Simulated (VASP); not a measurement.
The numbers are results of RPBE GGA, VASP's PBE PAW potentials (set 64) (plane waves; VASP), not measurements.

Input for VASP

### INCAR
```
! general
SYSTEM  = YN
PREC    = Accurate
ENCUT   = 520
LREAL   = F   ! projection in real space or not
LASPH   = T   ! aspherical one-centre terms

! electronic loop
EDIFF   = 1E-6
NELM    = 100   ! most electronic steps
ALGO    = Normal
LMAXMIX = 4   ! l cut-off of mixed one-centre charges

! smearing
ISMEAR  = 0
SIGMA   = 0.05   ! width (eV)

! functional
GGA     = RP

! ions
IBRION  = 2   ! conjugate gradients
NSW     = 60
ISIF    = 3   ! ions, shape and volume
EDIFFG  = -0.01   ! ionic stop

! output
LWAVE   = F
LCHARG  = F
```

KPOINTS:
```
K-points
0
Gamma
8 8 8
```

File POSCAR:
```
YN
1
    0.0000000000     2.4692787321     2.4692787321
    2.4692787321    -0.0000000000     2.4692787321
    2.4692787321     2.4692787321    -0.0000000000
Y N
1 1
Direct
  0.0000000000   0.0000000000   0.0000000000
  0.5000000000   0.5000000000   0.5000000000
```

POTCAR, in this order: Y_sv N (PBE.64 set). Program: vasp_std.

### Question
What will the output report for the number of irreducible k-points (NKPTS), largest plane-wave count, number of space-group operations, FFT grid (NGX, NGY, NGZ)?

### Answer

| Item | Value |
|---|---|
| number of irreducible k-points (NKPTS) | 29 |
| largest plane-wave count | 869 |
| number of space-group operations | 48 |
| FFT grid (NGX, NGY, NGZ) | 28 × 28 × 28 |

The compound is YN in the rock salt structure. It was relaxed first. The start is the result of an earlier pass.
